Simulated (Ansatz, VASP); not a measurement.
## Cu16Te (Te/Cu(111)) in two plane-wave programs

One calculation is typed for both programs; each brings its own data sets. How far apart do they land? The cell is taken from a series of runs on this material, whose earlier steps may have relaxed, scaled, displaced or heated it; both programs get it as it stands.

Calculated with Ansatz 0.2.0; plane waves, with VASP 6.6.1 beside it; single point at PBE.

### 1. Starting point

The cell holds 17 atoms: 16 Cu and 1 Te. Cell: a = 5.105 Å, b = 5.105 Å, c = 26.570 Å, α = 90.0°, β = 90.0°, γ = 60.0°. Vacuum lies along c.

### 2. Ansatz: single point, PBE

Ansatz runs on its NC files.

With cell and atoms fixed, the geometry can't cause a difference; cores, projectors, grids and the points listed under the comparison can.

The input, input.yaml:

```yaml
crystal:
  lattice:
    - [5.1053109602, 0.0, 0.0]
    - [2.5526554801, 4.4213289858, 0.0]
    - [0.0, 0.0, 26.5701409385]
  atoms:
    - { symbol: Cu, position: [0.0, 0.0, 0.3387260919] }
    - { symbol: Cu, position: [0.1666666667, 0.1666666667, 0.4171688249] }
    - { symbol: Cu, position: [0.3341833371, 0.3341833371, 0.4937646068] }
    - { symbol: Cu, position: [-0.0042661387, -0.0042661387, 0.5701938835] }
    - { symbol: Cu, position: [0.0, 0.5, 0.3387260919] }
    - { symbol: Cu, position: [0.1666666667, 0.6666666667, 0.4171688249] }
    - { symbol: Cu, position: [0.3341833371, 0.8316333258, 0.4937646068] }
    - { symbol: Cu, position: [-0.0042661387, 0.5085322775, 0.5701938835] }
    - { symbol: Cu, position: [0.5, 0.0, 0.3387260919] }
    - { symbol: Cu, position: [0.6666666667, 0.1666666667, 0.4171688249] }
    - { symbol: Cu, position: [0.8316333258, 0.3341833371, 0.4937646068] }
    - { symbol: Cu, position: [0.5085322775, -0.0042661387, 0.5701938835] }
    - { symbol: Cu, position: [0.5, 0.5, 0.3387260919] }
    - { symbol: Cu, position: [0.6666666667, 0.6666666667, 0.4171688249] }
    - { symbol: Cu, position: [0.8333333333, 0.8333333333, 0.4941471375] }
    - { symbol: Cu, position: [0.5, 0.5, 0.5716916793] }
    - { symbol: Te, position: [0.1666666667, 0.1666666667, 0.6459033587] }
kpoints:
  mp_grid: { grid: [7, 7, 1] }
hamiltonian:
  xc: pbe
  pseudopotentials: { kind: nc }
scf:
  occupations: { method: fermi_dirac, width: 0.1 }
  convergence: { dr2_threshold: 1.0e-08 }
efield:
  axis: 3
  dipole_correction: true
  ramp_position: 0.97
  ramp_width: 0.06
output:
  write_potential: true
  write_density: true
  volumetric_format: npy
```

Run with:

```
$ ansatz run input.yaml --threads 4 --pin off --max-ram 12288MiB --backend cpu --events-out ev --progress --plain --runs-dir out
```

Numbers of over 12 decimals in the logs are rounded to 6 here.

The log of the run:

```text
Engine: ansatz 0.2.0, x86_64-unknown-linux-gnu
Pseudopotentials: kind: nc
Pseudopotential: Cu, nc, valence charge 19, recommended cutoff 1251.723767 eV (normal), Cu.nc.azcp
Pseudopotential: Te, nc, valence charge 16, recommended cutoff 1120 eV (normal), Te.nc.azcp
Functional definition: PBE
  parameter kappa = 0.804
  parameter beta = 0.066725
  exchange = pbe_x(kappa = kappa, mu = beta*pi^2/3)
  correlation = pbe_c(beta = beta)
Crystal: 17 atoms, lattice volume = 599.748 Å³
Basis set: ecut = 1251.723767 eV, 60195 PW (Γ)
Bands: 192, of which v1, the nominal top of the filled ones, is band 160 counted from 1 (159 counted from 0)
Symmetry: 6 space group operations
Space group: P3m1 (ITA 156), of the structure as read, at distance tolerance 8.4e-5 Å
k-points: 8 of 49 (time reversal used)
Non-local potential: Cu, projectors of the file, l = 0: 2, l = 1: 2, l = 2: 2, l = 3: 1
Non-local potential: Te, projectors of the file, l = 0: 3, l = 1: 3, l = 2: 2, l = 3: 2
Initial density: superposition of atomic densities (neutral atoms: chi_scale 0, normalization atom)
Initial wavefunctions: pseudopotential atomic-orbital guess
Functional: x = pbe(κ = 0.804, μ = 0.219515), c = pbe(β = 0.066725)
SCF iter   1: F=—  HF=-85591.421314 eV  |F-HF|=—  |Δ(HF+E_count)|=         —  Δρ=1.15e-1  dr2=5.59e1  ethr=3.10e-3  p=0.000 e·Å  D=7.34e-10 V/Å  ΔV_dip=-0.00 eV  dr2_dipole=3.34e-1  V_vac-E_F(+/−)=4.44/4.44 eV  ⟨swp⟩=11.8  Hψ=9159  notcnv=0  defer=93
efield: sawtooth ramp at fractional position 0.9700 (set: `efield.ramp_position`, or a place that a band, a saddle search or an elastic batch's reference lends), width 0.0600; the density the first Hamiltonian is built on has a dipole p = 0.000 e·Å; the dipole correction subtracts the counter field D = 7.34e-10 V/Å, which shifts the + side's vacuum level by -0.00 eV against the − side's; the planar-averaged density in the ramp window peaks in size at 7.2e-8 e/Å³
preconditioner: auto → LDOS  [metal: Δε(μ)=0.026 eV  Ē_g=7.649 eV  σ=0.100 eV  W_gap=0.06  n_scr=122 (ndim 8)  ℏωp=20.5 eV  f_vac=0.606  D(μ)=7.52/eV (n_scr^D=42)  β→1.0]
SCF iter   2: F=—  HF=-85581.738061 eV  |F-HF|=—  |Δ(HF+E_count)|=    9.68e0  Δρ=5.38e-2  dr2=1.01e1  ethr=3.10e-3  p=0.059 e·Å  D=1.78e-2 V/Å  ΔV_dip=-0.47 eV  dr2_dipole=7.04e-2  V_vac-E_F(+/−)=4.43/4.91 eV  ⟨swp⟩=4.0  Hψ=4508  notcnv=0  defer=142
SCF iter   3: F=—  HF=-85579.223431 eV  |F-HF|=—  |Δ(HF+E_count)|=    2.51e0  Δρ=4.26e-3  dr2=4.61e-2  ethr=3.10e-3  p=0.013 e·Å  D=4.05e-3 V/Å  ΔV_dip=-0.11 eV  dr2_dipole=2.14e-4  V_vac-E_F(+/−)=4.81/4.92 eV  ⟨swp⟩=3.0  Hψ=2978  notcnv=0  defer=150
SCF iter   4: F=—  HF=-85579.235156 eV  |F-HF|=—  |Δ(HF+E_count)|=   1.17e-2  Δρ=1.70e-3  dr2=4.86e-3  ethr=1.44e-5  p=0.013 e·Å  D=3.78e-3 V/Å  ΔV_dip=-0.10 eV  dr2_dipole=7.20e-6  V_vac-E_F(+/−)=4.73/4.83 eV  ⟨swp⟩=4.5  Hψ=4360  notcnv=0  defer=146
SCF iter   5: F=—  HF=-85579.234527 eV  |F-HF|=—  |Δ(HF+E_count)|=   6.29e-4  Δρ=4.97e-4  dr2=2.99e-4  ethr=1.52e-6  p=0.012 e·Å  D=3.59e-3 V/Å  ΔV_dip=-0.10 eV  dr2_dipole=7.42e-8  V_vac-E_F(+/−)=4.73/4.82 eV  ⟨swp⟩=2.8  Hψ=3133  notcnv=0  defer=146
SCF iter   6: F=—  HF=-85579.236968 eV  |F-HF|=—  |Δ(HF+E_count)|=   2.44e-3  Δρ=1.20e-4  dr2=5.13e-5  ethr=9.35e-8  p=0.011 e·Å  D=3.29e-3 V/Å  ΔV_dip=-0.09 eV  dr2_dipole=1.83e-6  V_vac-E_F(+/−)=4.72/4.81 eV  ⟨swp⟩=3.4  Hψ=3487  notcnv=0  defer=146
SCF iter   7: F=—  HF=-85579.236965 eV  |F-HF|=—  |Δ(HF+E_count)|=   3.62e-6  Δρ=2.78e-5  dr2=1.24e-6  ethr=1.60e-8  p=0.011 e·Å  D=3.26e-3 V/Å  ΔV_dip=-0.09 eV  dr2_dipole=1.83e-9  V_vac-E_F(+/−)=4.72/4.81 eV  ⟨swp⟩=3.0  Hψ=2694  notcnv=0  defer=146
SCF iter   8: F=—  HF=-85579.236969 eV  |F-HF|=—  |Δ(HF+E_count)|=   3.92e-6  Δρ=6.03e-6  dr2=9.41e-8  ethr=3.86e-10  p=0.011 e·Å  D=3.25e-3 V/Å  ΔV_dip=-0.09 eV  dr2_dipole=2.08e-9  V_vac-E_F(+/−)=4.72/4.81 eV  ⟨swp⟩=3.2  Hψ=3499  notcnv=0  defer=146
SCF iter   9: F=—  HF=-85579.236969 eV  |F-HF|=—  |Δ(HF+E_count)|=   3.18e-7  Δρ=2.15e-6  dr2=1.07e-8  ethr=3.13e-12  p=0.011 e·Å  D=3.24e-3 V/Å  ΔV_dip=-0.09 eV  dr2_dipole=9.86e-11  V_vac-E_F(+/−)=4.72/4.81 eV  ⟨swp⟩=21.6  Hψ=11674  notcnv=0
SCF iter  10: F=-85579.236969 eV  HF=-85579.236969 eV  |F-HF|=3.55e-9  |Δ(HF+E_count)|=   3.52e-8  Δρ=4.25e-7  dr2=3.87e-10  ethr=3.13e-12  p=0.011 e·Å  D=3.24e-3 V/Å  ΔV_dip=-0.09 eV  dr2_dipole=8.02e-14  V_vac-E_F(+/−)=4.72/4.81 eV  ⟨swp⟩=8.8  Hψ=4764  notcnv=0
SCF 1 converged in 10 iterations: F = -85579.236969 eV  dr2 = 3.87e-10
[...]
SCF converged after 10 iterations
Free energy (F): -85579.236969 eV
Harris-Foulkes:  -85579.236969 eV  (|F-HF|=3.55e-9)
Internal energy: -85579.052253 eV  (E = F + TS)
E sigma→0 (E₀):  -85579.144611 eV
Entropy (-TS):   -0.184716 eV (-10.866 meV/atom)
Fermi energy:    2.956647 eV
Dipole field:    D = 0.003241 V/Å  (p = 0.010741 e·Å, saw-weighted, corrected)
Work function:   Φ+ = 4.7236 eV   Φ− = 4.8097 eV
Levels:          The Fermi level and band energies are counted from a zero that moves with the ramp; work functions are not
--- Per-component energies (eV) ---
  E_band       = -10272.557702
  E_kinetic    = 39709.308054
  E_local      = -895320.109113  (includes V_loc(G=0)·N_el)
  E_nonlocal   = -15592.922153
  E_hartree    = 435933.218830
  E_xc         = -10906.992646
  E_vxc        = -10936.240281  (∫ρ·V_xc dr)
  E_efield     = 0.000017  (sawtooth field / dipole correction)
  E_vefield    = 0.974868  (∫n·V_field dr)
  E_ewald      = 360598.444757
  E_smearing   = -0.184716  (= −TS)
  E_closure    = 0.000000  (closes the sum)
  Σ components = -85579.236969   (vs F -85579.236969, Δ=0.00e0)
--- Band table (eV; the first three rows and the last of 8) ---
  k-point 0: bands = [... 156 lower, 2.2126, 2.6767, 2.9542, 2.9542, 3.3644, 3.7699, 3.7699, 4.0091, ... 28 higher]
  k-point 1: bands = [... 156 lower, 2.1614, 2.4956, 2.7892, 2.8909, 2.8975, 3.4079, 3.5592, 4.0441, ... 28 higher]
  k-point 2: bands = [... 156 lower, 2.1238, 2.2051, 2.7548, 2.8411, 3.1886, 3.4169, 3.5652, 3.8380, ... 28 higher]
  k-point 7: bands = [... 156 lower, 1.6022, 1.8950, 2.0485, 2.7213, 3.1155, 3.5692, 4.6761, 5.1991, ... 28 higher]
```

Reading the cycles: dr2 is the Hartree energy of the density residual (eV), the measure of convergence; HF is the Harris–Foulkes estimate of the energy, which meets the free energy F at convergence.

(Part 1 of 2 ends here.)

[Lines on the potential files, build, host, timing and source positions are cut from VASP's logs without a mark.]

[Logs are printed without paths, hosts, clocks, repeated set-up lines and the standing remarks that a program may print on its own settings, such as how far it seeks lower states.]

[Hosts, paths, dates, database ids (printed as entryN), source tags and the programs' standing remarks are cut or masked in the printed files.]
